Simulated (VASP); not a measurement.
These are optB86b-vdW, VASP's PBE PAW potentials (set 64) (plane waves; VASP) values and carry that method's errors.

The input files of a VASP run:

File POSCAR:
```
TiO2
1
   -1.8888267328     1.8888267328     4.7684148961
    1.8888267328    -1.8888267328     4.7684148961
    1.8888267328     1.8888267328    -4.7684148961
Ti O
2 4
Direct
  0.7500000000   0.2500000000   0.5000000000
  1.0000000000   1.0000000000   1.0000000000
  0.5418180820   0.0418180820   0.5000000000
  0.7918180820   0.7918180820   0.0000000000
  0.2081819180   0.2081819180   1.0000000000
  0.9581819180   0.4581819180   0.5000000000
```

**KPOINTS**
```
Automatic mesh
0
Gamma
8 8 8
0 0 0
```

**INCAR**
```
SYSTEM = TiO2
PREC = Accurate
ENCUT = 520
EDIFF = 1E-6
NELM = 100
ALGO = Normal
LREAL = .FALSE.
LASPH = .TRUE.
ISMEAR = 0
SIGMA = 0.05
GGA = MK
PARAM1 = 0.1234
PARAM2 = 1.0
LUSE_VDW = .TRUE.
AGGAC = 0.0
LMAXMIX = 4
LWAVE = .FALSE.
LCHARG = .FALSE.
IBRION = 2
ISIF = 3
NSW = 60
EDIFFG = -0.02
```

POTCAR, in this order: Ti_sv O (PBE.64 set). Program: vasp_std.

Output

**OSZICAR**
```
       N       E                     dE             d eps       ncg     rms          rms(c)
DAV:   1     0.700992856431E+03    0.70099E+03   -0.25203E+04  3304   0.200E+03
DAV:   2     0.577343885589E+02   -0.64326E+03   -0.62369E+03  3668   0.580E+02
DAV:   3    -0.539790405420E+02   -0.11171E+03   -0.10858E+03  5060   0.214E+02
DAV:   4    -0.592383810357E+02   -0.52593E+01   -0.52540E+01  4560   0.491E+01
DAV:   5    -0.594616789230E+02   -0.22330E+00   -0.22325E+00  4640   0.822E+00    0.331E+01
DAV:   6    -0.428180666815E+02    0.16644E+02   -0.11904E+02  4228   0.105E+02    0.121E+01
DAV:   7    -0.423962922492E+02    0.42177E+00   -0.16739E+01  4320   0.326E+01    0.814E+00
DAV:   8    -0.424589296119E+02   -0.62637E-01   -0.37914E+00  4188   0.186E+01    0.383E+00
DAV:   9    -0.423084366870E+02    0.15049E+00   -0.14196E+00  4496   0.107E+01    0.103E+00
DAV:  10    -0.423179986728E+02   -0.95620E-02   -0.10391E-01  3864   0.249E+00    0.332E-01
DAV:  11    -0.423161079646E+02    0.18907E-02   -0.14083E-02  4072   0.781E-01    0.608E-02
DAV:  12    -0.423162676504E+02   -0.15969E-03   -0.12663E-03  4640   0.350E-01    0.101E-01
DAV:  13    -0.423161813556E+02    0.86295E-04   -0.55657E-04  4608   0.201E-01    0.121E-02
DAV:  14    -0.423161837459E+02   -0.23903E-05   -0.18047E-05  4184   0.344E-02    0.405E-03
DAV:  15    -0.423161840456E+02   -0.29973E-06   -0.10496E-06  2316   0.114E-02
   1 F= -.42316184E+02 E0= -.42316184E+02  d E =-.423162E+02
       N       E                     dE             d eps       ncg     rms          rms(c)
DAV:   1    -0.426055478736E+02   -0.28936E+00   -0.95405E+00  4240   0.350E+01    0.500E+00
DAV:   2    -0.423534721187E+02    0.25208E+00   -0.11353E+00  4160   0.105E+01    0.197E+00
DAV:   3    -0.423024336681E+02    0.51038E-01   -0.36165E-01  3428   0.388E+00    0.493E-01
DAV:   4    -0.423032704830E+02   -0.83681E-03   -0.71511E-02  4984   0.149E+00    0.382E-01
DAV:   5    -0.423053338589E+02   -0.20634E-02   -0.34966E-03  4244   0.554E-01    0.223E-01
DAV:   6    -0.423089718427E+02   -0.36380E-02   -0.77267E-03  5172   0.358E-01    0.136E-01
DAV:   7    -0.423091906360E+02   -0.21879E-03   -0.34134E-04  3984   0.122E-01    0.883E-02
DAV:   8    -0.423092914142E+02   -0.10078E-03   -0.32138E-04  3944   0.163E-01    0.157E-02
DAV:   9    -0.423092939970E+02   -0.25828E-05   -0.27262E-05  4880   0.343E-02    0.771E-03
DAV:  10    -0.423092935709E+02    0.42605E-06   -0.89863E-07  2140   0.849E-03
   2 F= -.42309294E+02 E0= -.42309294E+02  d E =0.689047E-02
       N       E                     dE             d eps       ncg     rms          rms(c)
DAV:   1    -0.424240375426E+02   -0.11474E+00   -0.31939E+00  4240   0.198E+01    0.289E+00
DAV:   2    -0.423385899590E+02    0.85448E-01   -0.35934E-01  4176   0.580E+00    0.115E+00
DAV:   3    -0.423212046963E+02    0.17385E-01   -0.11774E-01  3328   0.239E+00    0.242E-01
DAV:   4    -0.423225020276E+02   -0.12973E-02   -0.22359E-02  4548   0.744E-01    0.216E-01
DAV:   5    -0.423230233939E+02   -0.52137E-03   -0.10893E-03  4152   0.309E-01    0.131E-01
DAV:   6    -0.423241903366E+02   -0.11669E-02   -0.21081E-03  5344   0.195E-01    0.780E-02
DAV:   7    -0.423243111548E+02   -0.12082E-03   -0.17344E-04  4472   0.104E-01    0.335E-02
DAV:   8    -0.423243418760E+02   -0.30721E-04   -0.74697E-05  4680   0.684E-02    0.379E-03
DAV:   9    -0.423243440365E+02   -0.21605E-05   -0.66583E-06  4504   0.163E-02    0.130E-03
DAV:  10    -0.423243442495E+02   -0.21293E-06   -0.41887E-07  1936   0.440E-03
   3 F= -.42324344E+02 E0= -.42324344E+02  d E =-.816020E-02
       N       E                     dE             d eps       ncg     rms          rms(c)
DAV:   1    -0.423243623395E+02   -0.18303E-04   -0.66786E-04  4308   0.289E-01    0.422E-02
DAV:   2    -0.423243437305E+02    0.18609E-04   -0.75063E-05  4168   0.862E-02    0.163E-02
DAV:   3    -0.423243403762E+02    0.33543E-05   -0.24987E-05  3436   0.334E-02    0.349E-03
DAV:   4    -0.423243407518E+02   -0.37560E-06   -0.44067E-06  2968   0.110E-02
   4 F= -.42324341E+02 E0= -.42324341E+02  d E =-.815671E-02
```

**OUTCAR**
```
------------------------ aborting loop because EDIFF is reached ----------------------------------------
  FORCE on cell =-STRESS in cart. coord.  units (eV):
  Direction    XX          YY          ZZ          XY          YZ          ZX
  --------------------------------------------------------------------------------------
  Total        0.0890971      0.0890971     -0.1177133      0.0000000      0.0000000      0.0000000
  in kB        2.0716425      2.0716425     -2.7370109      0.0000000      0.0000000      0.0000000
  external PRESSURE =       0.4687580 kB  Pullay stress =       0.0000000 kB
  volume of cell :       68.91
      direct lattice vectors                 reciprocal lattice vectors
    -1.896888576  1.896888576  4.787578686     0.000000000  0.263589547  0.104436926
     1.896888576 -1.896888576  4.787578686     0.263589547  0.000000000  0.104436926
     1.896888576  1.896888576 -4.787578686     0.263589547  0.263589547  0.000000000
 POSITION                                       TOTAL-FORCE (eV/Angst)
 -----------------------------------------------------------------------------------
      0.00000      1.89689      2.39379        -0.000000     -0.000000     -0.000000
      0.00000      0.00000      0.00000        -0.000000     -0.000000     -0.000000
      0.00000      1.89689      0.39885         0.000000     -0.000000      0.014363
      0.00000      0.00000      7.58022        -0.000000      0.000000      0.014363
      0.00000      0.00000      1.99494        -0.000000      0.000000     -0.014363
      0.00000      1.89689      4.38873         0.000000     -0.000000     -0.014363
 -----------------------------------------------------------------------------------
    total drift:                                0.000000     -0.000000     -0.000000
  FREE ENERGIE OF THE ION-ELECTRON SYSTEM (eV)
  ---------------------------------------------------
  free  energy   TOTEN  =       -42.3243407518 eV

  energy  without entropy=      -42.3243407518  energy(sigma->0) =      -42.32434075

 reached required accuracy - stopping structural energy minimisation
```
(Selected blocks of OUTCAR.)

**CONTCAR**
```
TiO2
   1.00000000000000
    -1.8968885761684784    1.8968885761684784    4.7875786863656709
     1.8968885761684784   -1.8968885761684784    4.7875786863656709
     1.8968885761684784    1.8968885761684784   -4.7875786863656709
  Ti              O
     2     4
Direct
     0.7500000000000000    0.2500000000000000    0.5000000000000000
     0.0000000000000000    0.0000000000000000    0.0000000000000000
     0.5416545989777585    0.0416545989777585    0.5000000000000000
     0.7916545989777585    0.7916545989777585    0.0000000000000000
     0.2083454010222415    0.2083454010222415    0.0000000000000000
     0.9583454010222415    0.4583454010222416    0.5000000000000000
```

The compound is TiO2 in the anatase structure, one of several forms; rutile is the usual stable one. This run relaxes it. Symmetry was kept, so distortions that lower it aren't found. The start is the result of an earlier pass.
